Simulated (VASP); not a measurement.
Given:

```
CELL_PARAMETERS angstrom
      4.19380     0.00000     0.00000
      0.00000     4.19380     0.00000
      0.00000     0.00000     2.68425
ATOMIC_POSITIONS crystal
  Si 0.00000 0.00000 0.00000
  Si 0.50000 0.50000 0.50000
  O  0.30595 0.30595 0.00000
  O  0.80595 0.19405 0.50000
  O  0.19405 0.80595 0.50000
  O  0.69405 0.69405 0.00000
```

The numbers are results of PBEsol GGA, VASP's PBE PAW potentials (set 64) (plane waves; VASP), not measurements. Run with 520 eV cut-off, 6×6×9 Γ-centred mesh, tetrahedra with Blöchl corrections, potentials Si O.

The cores are frozen, which limits the accuracy of field gradients.

Q: Give the principal components of the electric field gradient (V/Å²) and the asymmetry η at each nucleus.

A: 
```tsv
atom	Vxx	Vyy	Vzz	η
Si1	-16.5	-2.6	19.2	0.72
Si2	-16.5	-2.6	19.2	0.72
O3	62.0	47.0	-109.0	0.14
O4	62.0	47.0	-109.0	0.14
O5	62.0	47.0	-109.0	0.14
O6	62.0	47.0	-109.0	0.14
```

The compound is SiO2 in the rutile structure, stishovite, a high-pressure form. It was relaxed first.
